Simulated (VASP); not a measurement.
**Sn: relaxation of cell and atoms with PBEsol**

Crystal: Sn.

```xyz
2
Lattice="0.0000 3.2333 3.2333 3.2333 0.0000 3.2333 3.2333 3.2333 0.0000" Properties=species:S:1:pos:R:3 pbc="T T T"
Sn    0.0000    0.0000    0.0000
Sn    1.6167    1.6167    1.6167
```

The cell was built by a generator and needn't be a form met in nature.

```
Program                : VASP 6.6.1
Task                   : relaxation of cell and atoms
Functional             : PBEsol
Potentials or basis    : VASP PAW PBE potentials, release 64 (Sn_d)
Cutoff                 : 600 eV
k mesh                 : 10 × 10 × 10
Occupations            : gaussian, width 0.03 eV
Spin                   : no spin polarisation
Further INCAR settings : ALGO = Normal; EDIFF = 1e-06; IBRION = 2; EDIFFG = -0.01; NSW = 90; ISIF = 3
```

```yaml
Relaxed_volume: 34.92 Å³/atom
Relaxed_cell: a = 4.622 Å, b = 4.622 Å, c = 4.622 Å, α = 60.00°, β = 60.00°, γ = 60.00°
Space_group_after_relaxing_to_0.05_Å: Fd-3m (No. 227)
Energy_gained_by_relaxing: 4.9 meV/atom
Ionic_steps: 3
Pressure_after_relaxing: 0.0 GPa
Band_gap_on_the_k_mesh: none (metal or under the smearing width)
```

Step by step:
```
step  energy change (eV)  largest force (eV/Å)  pressure (GPa)  volume (Å³)
   1              0.0000                0.0000            1.47        67.61
   2             -0.0086                0.0000           -0.46        70.69
   3             -0.0099                0.0000            0.00        69.84
```

Final structure:
```cif
data_structure
_symmetry_space_group_name_H-M 'P 1'
_symmetry_Int_Tables_number 1
_cell_length_a 4.6225
_cell_length_b 4.6225
_cell_length_c 4.6225
_cell_angle_alpha 60.000
_cell_angle_beta 60.000
_cell_angle_gamma 60.000
_cell_volume 69.84
loop_
_atom_site_label
_atom_site_type_symbol
_atom_site_fract_x
_atom_site_fract_y
_atom_site_fract_z
_atom_site_occupancy
Sn1 Sn 0.00000 0.00000 0.00000 1
Sn2 Sn 0.25000 0.25000 0.25000 1
```

Levels at points of the mesh, in eV from the Fermi level:
| k point | band 10 | band 11 | band 12 | band 13 | band 14 | band 15 | band 16 | band 17 | band 18 |
| --- | --- | --- | --- | --- | --- | --- | --- | --- | --- |
| (0.00, 0.00, 0.00) | -21.12 | -10.41 | -0.77 | 0.16 | 0.16 | 0.16 | 2.22 | 2.22 | 2.22 |
| (0.50, 0.00, 0.00) | -21.08 | -8.83 | -6.16 | -1.01 | -1.01 | -0.03 | 3.28 | 3.28 | 5.62 |
| (0.50, 0.50, 0.00) | -21.06 | -7.38 | -7.38 | -2.32 | -2.32 | 0.86 | 0.86 | 7.65 | 7.65 |

Wall time 47 s on 2 MPI ranks on Intel(R) Xeon(R) 6975P-C (Granite Rapids) (shared host), peak memory 0.27 GiB a rank.

Caveat: the PAW data sets were made with another functional, which shifts forces and pressure a little.
